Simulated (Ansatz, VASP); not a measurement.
# H89C3S3O52F9: VASP beside Ansatz, part 2 of 2

Aim: how closely do two programs agree when they are given the same cell, functional and k mesh? Of the first pair: The structure shown is the start of the Ansatz relaxation below; VASP solves that cell, so the two are compared at the walk's first step.

VASP 6.6.1 and Ansatz 0.2.0.

So far. Step 3 (VASP: single point, PBE with D3(BJ), start cell, pair 1): The run ends at a pressure of -1.45 GPa, with forces up to 3.7 eV/Å.

## 5. Ansatz: relaxation, PBE with D3(BJ)

Level of this step: Ansatz beside VASP: Kohn-Sham DFT, plane waves, PBE with D3(BJ) (Ansatz).

This run makes the geometry at which the two programs are then compared.

The structure compared here is the end of the Ansatz relaxation.

Input file input.yaml:

```yaml
crystal:
  lattice:
    - [11.82524, 0.0, 0.0]
    - [0.0, 11.82524, 0.0]
    - [0.0, 0.0, 11.82524]
  atoms:
    - { symbol: O, position: [0.77871, 0.31954, 0.50951] }
    - { symbol: S, position: [0.78075, 0.20934, 0.5638] }
    - { symbol: O, position: [0.81705, 0.22386, 0.67932] }
    - { symbol: O, position: [0.8569, 0.13306, 0.50279] }
    - { symbol: C, position: [0.64174, 0.14083, 0.57127] }
    - { symbol: F, position: [0.55818, 0.20101, 0.51189] }
    - { symbol: F, position: [0.59901, 0.12042, 0.67515] }
    - { symbol: F, position: [0.64554, 0.03862, 0.51914] }
    - { symbol: O, position: [0.26298, 0.53961, 0.49383] }
    - { symbol: S, position: [0.22715, 0.42965, 0.53376] }
    - { symbol: O, position: [0.10382, 0.41282, 0.52868] }
    - { symbol: O, position: [0.25932, 0.42382, 0.65357] }
    - { symbol: C, position: [0.29097, 0.31104, 0.44656] }
    - { symbol: F, position: [0.26205, 0.20761, 0.49541] }
    - { symbol: F, position: [0.40427, 0.30882, 0.43099] }
    - { symbol: F, position: [0.25098, 0.30707, 0.34143] }
    - { symbol: O, position: [0.51276, 0.73281, 0.27012] }
    - { symbol: S, position: [0.42896, 0.7982, 0.20944] }
    - { symbol: O, position: [0.31707, 0.7903, 0.25967] }
    - { symbol: O, position: [0.4282, 0.77592, 0.0857] }
    - { symbol: C, position: [0.47366, 0.9496, 0.22264] }
    - { symbol: F, position: [0.43568, 0.00205, 0.31496] }
    - { symbol: F, position: [0.44555, 0.01526, 0.1326] }
    - { symbol: F, position: [0.59023, 0.95514, 0.22312] }
    - { symbol: O, position: [0.16369, 0.72363, 0.40638] }
    - { symbol: H, position: [0.20213, 0.65528, 0.43155] }
    - { symbol: H, position: [0.08989, 0.69256, 0.37562] }
    - { symbol: H, position: [0.21108, 0.73438, 0.33414] }
    - { symbol: O, position: [0.98206, 0.05125, 0.34104] }
    - { symbol: H, position: [0.92376, 0.99598, 0.31759] }
[... 120 atom lines left out ...]
    - { symbol: O, position: [0.82861, 0.13535, 0.0437] }
    - { symbol: H, position: [0.91153, 0.13355, 0.02722] }
    - { symbol: H, position: [0.78698, 0.09305, 0.98346] }
    - { symbol: O, position: [0.73828, 0.68596, 0.25756] }
    - { symbol: H, position: [0.65709, 0.70954, 0.25962] }
    - { symbol: H, position: [0.74764, 0.62192, 0.20312] }
kpoints:
  mp_grid: { grid: [1, 1, 1] }
hamiltonian:
  xc: pbe
  dispersion: d3bj
scf:
  occupations: { method: fixed }
output:
  forces: true
relax:
  f_tol: 0.06
  max_steps: 150
```

Command:

```
$ ansatz run input.yaml --threads 4 --pin off --max-ram 8192MiB --backend cpu --events-out ev --progress --plain --runs-dir out
```

Numbers of over 12 decimals in the logs are rounded to 6 here.

The program printed:

```text
[...]
Crystal: 156 atoms, lattice volume = 1653.598 Å³
Basis set: ecut = 420 eV, 32423 PW (Γ), exchange–correlation on 160×160×160 points (8 copies of the dense FFT grid, shifted against one another)
Bands: 403, of which v1, the nominal top of the filled ones, is band 247 counted from 1 (246 counted from 0)
Symmetry: 1 space group operations
[...]
k-points: 1
[...]
- { symbol: O, position: [0.601309, 0.825380, 0.942825] }
[...]
- { symbol: O, position: [0.947707, 0.398862, 0.379285] }
[...]
- { symbol: O, position: [0.212874, 0.338810, 1.009611] }
[...]
- { symbol: O, position: [0.758699, 0.125827, 0.029803] }
    - { symbol: H, position: [0.830121, 0.127612, -0.012770] }
    - { symbol: H, position: [0.706602, 0.084473, 0.977601] }
    - { symbol: O, position: [0.788564, 0.602088, 0.276877] }
    - { symbol: H, position: [0.814333, 0.617408, 0.199100] }
    - { symbol: H, position: [0.757914, 0.524244, 0.270497] }
```

## 6. VASP: single point, PBE with D3(BJ), relaxed cell, pair 2

The same cell, functional and mesh now go to VASP, with its own data sets.

Input file INCAR:

```
SYSTEM = H89C3S3O52F9
PREC = Accurate
ENCUT = 520
EDIFF = 1E-06
NELM = 120
ISMEAR = 0
SIGMA = 0.01
LREAL = Auto
ALGO = Normal
GGA = PE
IVDW = 12
NBANDS = 356
LORBIT = 11
LWAVE = .FALSE.
LCHARG = .FALSE.
ISIF = 2
LASPH = .TRUE.
GGA_COMPAT = .FALSE.
EFERMI = MIDGAP
```

Input file POSCAR:

```
H89C3S3O52F9
1.0
   11.8252400000      0.0000000000      0.0000000000
    0.0000000000     11.8252400000      0.0000000000
    0.0000000000      0.0000000000     11.8252400000
O S C F H
52 3 3 9 89
Direct
    0.7885200000      0.2974800000      0.5193200000
    0.8085100000      0.2362000000      0.7175400000
    0.9191900000      0.1410100000      0.5674500000
    0.2842200000      0.5341700000      0.5156300000
    0.1063300000      0.4326900000      0.5588100000
    0.2743400000      0.4073700000      0.6801100000
    0.5239500000      0.7371600000      0.2565600000
    0.3361600000      0.8287300000      0.2748400000
    0.4169800000      0.7905000000      0.0860900000
    0.1345600000      0.6670900000      0.3782800000
    0.9649600000      0.1276300000      0.2500800000
    0.7064800000      0.6615400000      0.5922300000
    0.1396000000      0.8879600000      0.1400000000
    0.2761900000      0.2202700000      0.8268600000
    0.4372700000      0.8787900000      0.5164800000
    0.7607400000      0.1777700000      0.2585100000
    0.1686000000      0.5816600000      0.1793400000
    0.8648500000      0.9175900000      0.8481000000
    0.0200700000      0.7756200000      0.7569900000
    0.6418600000      0.8104600000      0.4491500000
    0.5109700000      0.4036500000      0.7299300000
    0.3609300000      0.4508300000      0.1544400000
    0.6826000000      0.3946700000      0.2436800000
    0.8751700000      0.8702700000      0.4342500000
    0.6013100000      0.8253800000      0.9428200000
    0.5017500000      0.2266600000      0.8676400000
    0.0639800000      0.9116500000      0.5860500000
    0.6253100000      0.4653600000      0.5296000000
    0.6208400000      0.0393800000      0.8726900000
    0.3738500000      0.7041200000      0.6622900000
[... 120 atom lines left out ...]
    0.2382100000      0.2951700000      0.9416500000
    0.1686900000      0.4032600000      0.9795000000
    0.8301200000      0.1276100000      0.9872300000
    0.7066000000      0.0844700000      0.9776000000
    0.8143300000      0.6174100000      0.1991000000
    0.7579100000      0.5242400000      0.2705000000
```

Input file KPOINTS:

```
Automatic mesh
0
Gamma
1 1 1
0 0 0
```

The projector-augmented-wave data sets are O, S, C, F and H (PBE family, release 64).

Command:

```
$ export OMP_NUM_THREADS=3
$ mpirun -np 1 vasp_gam
```

The program printed:

```text
[... set-up lines as in an earlier step ...]
 entering main loop
       N       E                     dE             d eps       ncg     rms          rms(c)
DAV:   1     0.425540178143E+04    0.42554E+04   -0.28115E+05   744   0.131E+03
DAV:   2    -0.439130409411E+03   -0.46945E+04   -0.45145E+04   868   0.332E+02
DAV:   3    -0.848444288408E+03   -0.40931E+03   -0.40651E+03   864   0.103E+02
DAV:   4    -0.855582986356E+03   -0.71387E+01   -0.71070E+01   880   0.148E+01
[...]
DAV:  18    -0.782894306155E+03    0.35985E-05   -0.78719E-06   816   0.662E-03    0.328E-03
DAV:  19    -0.782894305053E+03    0.11014E-05   -0.13503E-06   632   0.447E-03    0.288E-03
DAV:  20    -0.782894304596E+03    0.45677E-06   -0.16854E-06   656   0.413E-03
   1 F= -.78909344E+03 E0= -.78909344E+03  d E =0.000000E+00
```

Parts of OUTCAR (step 6):

```text
  FREE ENERGIE OF THE ION-ELECTRON SYSTEM (eV)
  ---------------------------------------------------
  free  energy   TOTEN  =      -789.0934350768 eV

  energy  without entropy=     -789.0934350768  energy(sigma->0) =     -789.09343508
```

The run ends at a pressure of -0.01 GPa, with forces up to 0.43 eV/Å.

## 7. Side by side

Compared:

```
              quantity  Ansatz   VASP  difference
gap on the k mesh (eV)   5.199  5.210      -0.011
```

Forces on 7 of the 156 atoms, those with the largest forces and the largest differences (eV/Å; atoms numbered as in POSCAR):

```
atom          Ansatz x, y, z            VASP x, y, z
 F61     0.003, 0.006, 0.026  -0.024, -0.111, -0.391
 F62   -0.001, 0.001, -0.001   -0.174, -0.353, 0.167
 F63  -0.005, -0.002, -0.001    0.409, -0.024, 0.014
 F64   -0.005, 0.004, -0.006   -0.138, 0.067, -0.399
 F65     0.001, 0.002, 0.005    -0.038, 0.171, 0.390
 F66    0.000, -0.002, 0.003   -0.186, 0.232, -0.272
 F67   -0.002, 0.002, -0.002   0.390, -0.043, -0.102
```

The forces differ by 88 meV/Å r.m.s., where the r.m.s. force is 0.009 eV/Å in Ansatz and 0.086 eV/Å in VASP: the atoms lie near their places of rest in Ansatz, so a percentage would say little (all taken over all components). A gap on the mesh is an upper bound, since the band edges may lie between its points.

## 8. Summary of results

* r.m.s. force difference (single point, PBE with D3(BJ), start cell, pair 1): 13 % of the r.m.s. force
* r.m.s. force difference (single point, PBE with D3(BJ), relaxed cell, pair 2): 88 meV/Å

**Reading.** The r.m.s. force difference is 88 meV/Å (single point, PBE with D3(BJ), relaxed cell, pair 2), beyond the 12 meV/Å picked in this series as the mark of a large difference. What causes the difference of the single point, PBE with D3(BJ), start cell, pair 1 pair stays open here. What causes the difference of the single point, PBE with D3(BJ), relaxed cell, pair 2 pair stays open here. Such differences can come from data sets, numerical settings and the points named under the comparisons, not from the functional's error against experiment.

[Lines on the potential files, build, host, timing and source positions are cut from VASP's logs without a mark.]

[Logs are printed without paths, hosts, clocks, repeated set-up lines and the standing remarks that a program may print on its own settings, such as how far it seeks lower states.]

[Hosts, paths, dates, database ids (printed as entryN), source tags and the programs' standing remarks are cut or masked in the printed files.]
